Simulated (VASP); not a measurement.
# Lattice of SiC (Moissanite 3C) across functionals and dispersion corrections, part 3 of 3

Aim: relax SiC (Moissanite 3C) at several levels and hold each cell against experiment. The start is a cell from a database of measured crystal structures.

VASP 6.6.1, plane waves and PAW; the level of theory is named at each step.

So far. Step 6 (Relaxation with r2SCAN + rVV10): It ends at 10.30 Å³/atom, -0.5 % from the start, with 0.00 GPa left. The conventional cell has a = 4.351 Å. Against plain r2SCAN, the dispersion term moves a by -0.1 %. Step 7 (Relaxation with optB86b-vdW): It ends at 10.46 Å³/atom, +1.1 % from the start, with 0.01 GPa left. The conventional cell has a = 4.373 Å.

## Step 8: Relaxation with BLYP + D3(BJ)

This step: BLYP with D3(BJ); plane waves and PAW (Si, C) (VASP 6.6.1).

BLYP comes from molecular chemistry and underbinds dense solids.

Input file INCAR:

```
SYSTEM = SiC
PREC = Accurate
ENCUT = 560
EDIFF = 1E-06
NELM = 100
ISMEAR = -1
SIGMA = 0.05
LREAL = .FALSE.
ALGO = Normal
GGA = B5
ALDAX = 1
AGGAX = 1
AGGAC = 1
ALDAC = 0
IVDW = 12
VDW_S6 = 1
VDW_S8 = 2.6996
VDW_A1 = 0.4298
VDW_A2 = 4.2359
NBANDS = 10
LORBIT = 11
LWAVE = .FALSE.
LCHARG = .FALSE.
KPAR = 2
IBRION = 2
NSW = 60
ISIF = 3
EDIFFG = -0.01
```

Input file POSCAR:

```
SiC
1.0
    0.0000000000      2.1790000000      2.1790000000
    2.1790000000      0.0000000000      2.1790000000
    2.1790000000      2.1790000000      0.0000000000
Si C
1 1
Direct
    0.0000000000      0.0000000000      0.0000000000
    0.2500000000      0.2500000000      0.2500000000
```

Input file KPOINTS:

```
Automatic mesh
0
Gamma
10 10 10
0 0 0
```

The projector-augmented-wave data sets are Si and C (PBE family, release 64).

On the command line:

```
$ mpirun -np 2 vasp_std
```

Numbers of over 12 decimals in the logs are rounded to 6 here.

The program printed:

```text
[banner, memory and clock lines left out]
running    2 mpi-ranks, on    1 nodes
[...]
[... a notice as in an earlier step ...]

 LDA part: xc-table for (Slater(with rela. corr.)+VWN5), standard interpolation
 POSCAR, INCAR and KPOINTS ok, starting setup
[...]
entering main loop
       N       E                     dE             d eps       ncg     rms          rms(c)
DAV:   1     0.555796564982E+01    0.55580E+01   -0.40790E+03   972   0.708E+02
DAV:   2    -0.150964182761E+02   -0.20654E+02   -0.19335E+02  1254   0.116E+02
DAV:   3    -0.158232478771E+02   -0.72683E+00   -0.72523E+00  1110   0.186E+01
DAV:   4    -0.158262302618E+02   -0.29824E-02   -0.29820E-02  1080   0.153E+00
[...]
DAV:  10    -0.136463178662E+02   -0.81873E-04   -0.37063E-04  1016   0.120E-01    0.258E-02
DAV:  11    -0.136463206560E+02   -0.27898E-05   -0.53502E-05  1066   0.433E-02    0.159E-02
DAV:  12    -0.136463211298E+02   -0.47377E-06   -0.26638E-06   978   0.104E-02
   1 F= -.14937006E+02 E0= -.14937006E+02  d E =-.149370E+02
[...]
DAV:   2    -0.136270123394E+02    0.10585E-02   -0.26943E-03   976   0.294E-01    0.129E-01
DAV:   3    -0.136268082492E+02    0.20409E-03   -0.34959E-04  1018   0.114E-01    0.396E-02
DAV:   4    -0.136267743767E+02    0.33873E-04   -0.62992E-05   984   0.407E-02    0.126E-02
DAV:   5    -0.136267746249E+02   -0.24816E-06   -0.22388E-06   762   0.979E-03
   2 F= -.14937036E+02 E0= -.14937036E+02  d E =-.304257E-04
 trial-energy change:   -0.000030  1 .order   -0.000005   -0.003126    0.003115
 step:   0.5069(harm=  0.5008)  dis= 0.00000  next Energy=   -14.937801 (dE=-0.795E-03)
[...]
N       E                     dE             d eps       ncg     rms          rms(c)
DAV:   1    -0.136375683500E+02   -0.10794E-01   -0.14626E-02   946   0.867E-01    0.128E-01
DAV:   2    -0.136373134587E+02    0.25489E-03   -0.66746E-04   974   0.145E-01    0.631E-02
DAV:   3    -0.136372583313E+02    0.55127E-04   -0.83879E-05  1020   0.559E-02    0.198E-02
DAV:   4    -0.136372458634E+02    0.12468E-04   -0.15520E-05   984   0.202E-02    0.611E-03
DAV:   5    -0.136372453796E+02    0.48379E-06   -0.54126E-07   498   0.484E-03
   3 F= -.14937803E+02 E0= -.14937803E+02  d E =-.797675E-03
[...]
reached required accuracy - stopping structural energy minimisation
```

Wall time 25 s (2 MPI ranks of AMD EPYC 7R43, shared host); peak memory 0.24 GiB.

Parts of OUTCAR (step 8):

```text
 Edisp (eV)   -1.31026

 Edisp (eV)   -1.30056

  Total       0.00037     0.00037     0.00037     0.00000     0.00000    -0.00000
  in kB       0.02864     0.02864     0.02864     0.00000     0.00000    -0.00000
  external pressure =        0.03 kB  Pullay stress =        0.00 kB

 POSITION                                       TOTAL-FORCE (eV/Angst)
 -----------------------------------------------------------------------------------
      0.00000      0.00000      0.00000         0.000000      0.000000      0.000000
      1.08673      1.08673      1.08673        -0.000000     -0.000000     -0.000000
 -----------------------------------------------------------------------------------
    total drift:                                0.000000      0.000000      0.000000

  FREE ENERGIE OF THE ION-ELECTRON SYSTEM (eV)
  ---------------------------------------------------
  free  energy   TOTEN  =       -14.9378034892 eV

  energy  without entropy=      -14.9378034886  energy(sigma->0) =      -14.93780349

[... 2 parts as in an earlier step ...]

[... 2 further parts left out ...]
[key lines of the parts left out:]
E-fermi :   9.4747
```

It ends at 10.27 Å³/atom, -0.8 % from the start, with 0.00 GPa left. The conventional cell has a = 4.347 Å.

## Step 9: Relaxation with PBE + TS

This step: PBE with TS; plane waves and PAW (Si, C) (VASP 6.6.1).

The Tkatchenko-Scheffler scheme scales free-atom polarisabilities by Hirshfeld volumes.

Edit INCAR of step 8 so:

```diff
@@ -9,12 +9,4 @@
 ALGO = Normal
-GGA = B5
-ALDAX = 1
-AGGAX = 1
-AGGAC = 1
-ALDAC = 0
-IVDW = 12
-VDW_S6 = 1
-VDW_S8 = 2.6996
-VDW_A1 = 0.4298
-VDW_A2 = 4.2359
+GGA = PE
+IVDW = 20
 NBANDS = 10
```

POSCAR is that of step 8.

KPOINTS is that of step 8.

On the command line:

```
$ mpirun -np 2 vasp_std
```

The program printed:

```text
[... set-up lines as in an earlier step ...]
 entering main loop
       N       E                     dE             d eps       ncg     rms          rms(c)
[... 12 cycles as in an earlier step ...]
 augmentation electrons   8.008059
 total        electrons   8.008059
 augmentation electrons   13.655302
 total        electrons   13.655302
 augmentation electrons -0.113513
 soft         electrons   8.121572
 total        electrons   8.008059
 translations:           3           3           3
   1 F= -.15567565E+02 E0= -.15567565E+02  d E =-.155676E+02
[...]
N       E                     dE             d eps       ncg     rms          rms(c)
DAV:   1    -0.150586597230E+02   -0.60022E-03   -0.59839E-04   948   0.175E-01    0.267E-02
DAV:   2    -0.150586488043E+02    0.10919E-04   -0.25214E-05   978   0.286E-02    0.134E-02
DAV:   3    -0.150586460591E+02    0.27452E-05   -0.35982E-06   962   0.116E-02    0.354E-03
DAV:   4    -0.150586453768E+02    0.68227E-06   -0.53933E-07   486   0.376E-03
 augmentation electrons   8.008071
 total        electrons   8.008071
 augmentation electrons   13.658353
 total        electrons   13.658353
 augmentation electrons -0.113600
 soft         electrons   8.121671
 total        electrons   8.008071
 translations:           3           3           3
   2 F= -.15567575E+02 E0= -.15567575E+02  d E =-.998318E-05
 trial-energy change:   -0.000010  1 .order    0.000000   -0.000032    0.000032
 step:   0.6965(harm=  0.4989)  dis= 0.00000  next Energy=   -15.567579 (dE=-0.146E-04)
[...]
N       E                     dE             d eps       ncg     rms          rms(c)
DAV:   1    -0.150584754859E+02    0.17057E-03   -0.56824E-05   954   0.538E-02    0.933E-03
DAV:   2    -0.150584745953E+02    0.89057E-06   -0.24682E-06   734   0.901E-03
 augmentation electrons   8.008067
 total        electrons   8.008067
 augmentation electrons   13.657426
 total        electrons   13.657426
 augmentation electrons -0.113570
 soft         electrons   8.121637
 total        electrons   8.008067
 translations:           3           3           3
   3 F= -.15567586E+02 E0= -.15567586E+02  d E =-.212497E-04
[...]
reached required accuracy - stopping structural energy minimisation
```

Run time: 17 s. Hardware: 2 MPI ranks; peak memory 0.21 GiB.

Parts of OUTCAR (step 9):

```text
  Edisp (eV):   -0.50911

  Total      -0.01172    -0.01172    -0.01172     0.00000     0.00000     0.00000
  in kB      -0.90676    -0.90676    -0.90676     0.00000     0.00000     0.00000
  external pressure =       -0.91 kB  Pullay stress =        0.00 kB

 POSITION                                       TOTAL-FORCE (eV/Angst)
 -----------------------------------------------------------------------------------
      0.00000      0.00000      0.00000        -0.000000     -0.000000     -0.000000
      1.08989      1.08989      1.08989         0.000000      0.000000      0.000000
 -----------------------------------------------------------------------------------
    total drift:                                0.000000      0.000000      0.000000

  FREE ENERGIE OF THE ION-ELECTRON SYSTEM (eV)
  ---------------------------------------------------
  free  energy   TOTEN  =       -15.5675860647 eV

  energy  without entropy=      -15.5675860478  energy(sigma->0) =      -15.56758606

[... 2 parts as in an earlier step ...]

[... 2 further parts left out ...]
[key lines of the parts left out:]
E-fermi :   8.7936
```

It ends at 10.36 Å³/atom, +0.1 % from the start, with -0.09 GPa left. The conventional cell has a = 4.360 Å. Against plain PBE, the dispersion term moves a by -0.4 %.

## Step 10: The cells as a table

This step: relaxed cells at several levels; plane waves and PAW (VASP 6.6.1).

This step runs nothing: it gathers the runs above.

Lengths are those of the conventional cell; cost is the wall time of each run, as given at its step, times its ranks, without the set-up around it. Results by level, by row:

```
         level  volume (Å³/atom)  change from the start (%)  a (Å)  cost (core minutes)
           LDA             10.22                       -1.3   4.34                0.373
           PBE              10.5                        1.5  4.379                 0.44
        r2SCAN             10.32                       -0.2  4.355                 2.03
  PBE + D3(BJ)             10.27                       -0.7  4.348                0.453
r2SCAN + rVV10              10.3                       -0.5  4.351                 3.03
   optB86b-vdW             10.46                        1.1  4.373                 1.83
 BLYP + D3(BJ)             10.27                       -0.8  4.347                0.833
      PBE + TS             10.36                        0.1   4.36                0.573
```

## Step 11: What came out

```yaml
volume_lda: 10.22 Å³/atom
volume_pbe: 10.50 Å³/atom
volume_r2scan: 10.32 Å³/atom
volume_pbe_d3_bj: 10.27 Å³/atom
volume_r2scan_rvv10: 10.30 Å³/atom
volume_optb86b_vdw: 10.46 Å³/atom
volume_blyp_d3_bj: 10.27 Å³/atom
volume_pbe_ts: 10.36 Å³/atom
```

What this shows: For SiC (Moissanite 3C) the levels give volumes between 10.22 Å³/atom (LDA) and 10.50 Å³/atom (PBE), a spread of 2.7 %, while the cost of the finished runs spans a factor of 8.1. Within 1 % of experiment on every length: LDA, PBE, r2SCAN, PBE + D3(BJ), r2SCAN + rVV10, optB86b-vdW, BLYP + D3(BJ) and PBE + TS. The nearest, r2SCAN, took 5.4 times the core time of LDA and lowers the largest miss from 0.40 to 0.05 %. Thermal and zero-point expansion, often some tenths of a per cent in length, bear on this order: with the measured lengths lowered by an assumed 0.4 % the nearest becomes LDA. The costs hold the number of ionic steps as well as the price of the functional. The closing table has room for seven levels; PBE + TS stands in the table of levels alone. Adding D3(BJ) to PBE changes the volume by -2.1 % (a by -0.7 %). Adding rVV10 to r2SCAN changes the volume by -0.3 % (a by -0.1 %). Adding TS to PBE changes the volume by -1.3 % (a by -0.4 %). Within 0.02 Å all end in space group F-43m; the runs can't lower the symmetry of the start. Each is a single relaxation on the plane waves of the start cell, so larger changes of volume carry a basis-set error that was not tested here.

Comparison with the measured values:

```
              quantity  measured             LDA             PBE          r2SCAN    PBE + D3(BJ)  r2SCAN + rVV10     optB86b-vdW   BLYP + D3(BJ)
lattice constant a (Å)     4.357  4.340 (-0.4 %)  4.379 (+0.5 %)  4.355 (-0.1 %)  4.348 (-0.2 %)  4.351 (-0.1 %)  4.373 (+0.4 %)  4.347 (-0.2 %)
```

Measured values from arxiv:1210.3244 (2012).

How well it matches: For the lattice constant a, of the levels listed nearest comes r2SCAN (-0.1 %, good agreement) and farthest PBE (+0.5 %, good agreement). The grades are ours: good and fair within 0.7 and 1.5 % for the lattice constant a. Zero-point motion and thermal expansion are not in the computed lattice constants.

[Lines on the potential files, build, host, timing and source positions are cut from VASP's logs without a mark.]

[Logs are printed without paths, hosts, clocks, repeated set-up lines and the standing remarks that a program may print on its own settings, such as how far it seeks lower states.]

[Hosts, paths, dates, database ids (printed as entryN), source tags and the programs' standing remarks are cut or masked in the printed files.]

[Measured values are set beside computed ones only where the two were judged alike; some that the calculation misses by far are left out.]
